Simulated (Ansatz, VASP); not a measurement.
Nb2O in VASP and in Ansatz

```
CELL_PARAMETERS angstrom
4.59843 0.00000 0.00000
0.00000 4.59843 0.00000
0.00000 0.00000 4.59843
ATOMIC_POSITIONS crystal
Nb 0.25000 0.25000 0.25000
Nb 0.25000 0.75000 0.75000
Nb 0.75000 0.75000 0.25000
Nb 0.75000 0.25000 0.75000
O 0.00000 0.00000 0.00000
O 0.50000 0.50000 0.50000
```

Alike in both runs: functional PBE; k mesh 4 × 4 × 4; occupations gaussian, width 0.1 eV; no spin polarisation.

Ansatz relaxed the structure, and its values are those at the end. VASP's run is a single point on that final structure, the one shown.

|  | VASP | Ansatz |
| --- | --- | --- |
| version | VASP 6.6.1 | Ansatz 0.2.0 |
| potentials or method | VASP PAW PBE potentials, release 64 (Nb_sv, O) | scalar-relativistic, plane waves, PAW |
| plane-wave cutoff (eV) | 520 | 420 |
| valence electrons in the cell | 64 | 64 |

```tsv
	VASP	Ansatz	Ansatz less VASP
gap on the k mesh at the Fermi level (eV)	none	none	-
pressure (GPa)	-0.4	0.0	+0.40
```

A gap of «none» marks a metal or a gap that the smearing closes.
